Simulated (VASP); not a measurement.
A convergence study with VASP on SnO$_{2}$ (rutile): a few settings are varied, all else stays as given below, so the limit is that of these other settings. The cell's lengths are 1 % over those of the tabulated start and one atom is moved, so it is off equilibrium.

```
CELL_PARAMETERS angstrom
      4.78740     0.00000     0.00000
      0.00000     4.78740     0.00000
      0.00000     0.00000     3.22190
ATOMIC_POSITIONS crystal
  Sn 0.00000 0.00000 0.00000
  Sn 0.50000 0.50000 0.50000
  O  0.30700 0.30700 0.00000
  O  0.80700 0.19300 0.50000
  O  0.19300 0.80700 0.50000
  O  0.70566 0.69300 0.00000
```

The numbers are results of PBEsol GGA, VASP's PBE PAW potentials (set 64) (plane waves; VASP), not measurements. The last row used: 900 eV cut-off, 4×4×6 Γ-centred mesh, Gaussian smearing of 0.050 eV, potentials Sn_d O_h.

Unless said otherwise, spin-orbit coupling is left out, though it shifts the bands of the heavy elements here. Gaps are read on the run's mesh, which can miss a band edge. Energies of different potentials or hybrids have different zeros.

```
setting                       E (eV/atom)  pressure (GPa)  largest force (eV/Å)  gap on the mesh (eV)  plane waves
----------------------------  -----------  --------------  --------------------  --------------------  -----------
ENCUT = 300, POTCAR Sn_d O        -6.6932          -43.08                 0.946                 0.692          892
ENCUT = 400, POTCAR Sn_d O        -6.6186           -7.03                 0.857                 0.780         1371
ENCUT = 520, POTCAR Sn_d O        -6.6079           -1.54                 0.871                 0.777         2020
ENCUT = 700, POTCAR Sn_d O        -6.6110           -1.72                 0.870                 0.779         3134
ENCUT = 900, POTCAR Sn_d O        -6.6114           -1.40                 0.871                 0.780         4554
ENCUT = 300, POTCAR Sn O          -6.7375          -41.75                 0.991                 0.688          892
ENCUT = 400, POTCAR Sn O       (withheld)      (withheld)            (withheld)                 0.776         1371
ENCUT = 520, POTCAR Sn O          -6.6471           -1.34                 0.897                 0.773         2020
ENCUT = 700, POTCAR Sn O          -6.6507           -1.59                 0.899                 0.775         3134
ENCUT = 900, POTCAR Sn O          -6.6512           -1.30                 0.899                 0.776         4554
ENCUT = 300, POTCAR Sn_d O_s      -6.6014           -3.37                 0.872                 0.767          892
ENCUT = 400, POTCAR Sn_d O_s      -6.6017           -1.48                 0.869                 0.763         1371
ENCUT = 520, POTCAR Sn_d O_s      -6.6042           -1.45                 0.868                 0.766         2020
ENCUT = 700, POTCAR Sn_d O_s      -6.6044           -1.25                 0.868                 0.766         3134
ENCUT = 900, POTCAR Sn_d O_s      -6.6047           -1.23                 0.868                 0.766         4554
ENCUT = 300, POTCAR Sn_d O_h   (withheld)      (withheld)            (withheld)            (withheld)          892
ENCUT = 400, POTCAR Sn_d O_h      -5.9458         -141.13                 0.636                 0.082         1371
ENCUT = 520, POTCAR Sn_d O_h      -6.4357          -62.52                 0.979                 0.553         2020
ENCUT = 700, POTCAR Sn_d O_h      -6.5976          -12.68                 0.896                 0.767         3134
ENCUT = 900, POTCAR Sn_d O_h      -6.6134           -2.01                 0.870                 0.786         4554
```

### Question
What belongs in the gaps?

### Answer

- ENCUT = 300, POTCAR Sn_d O_h, E (eV/atom): -5.6429
- ENCUT = 300, POTCAR Sn_d O_h, pressure (GPa): -213.58
- ENCUT = 300, POTCAR Sn_d O_h, largest force (eV/Å): 1.158
- ENCUT = 300, POTCAR Sn_d O_h, gap on the mesh (eV): 0.362
- ENCUT = 400, POTCAR Sn O, E (eV/atom): -6.6589
- ENCUT = 400, POTCAR Sn O, pressure (GPa): -6.75
- ENCUT = 400, POTCAR Sn O, largest force (eV/Å): 0.888

Left out are rungs that failed or repeat a setting and relaxations that didn't move; long series are thinned to 24 rows.

The compound is SnO2 in the rutile structure. The cell was not relaxed at this level, it is distorted from the ideal structure.
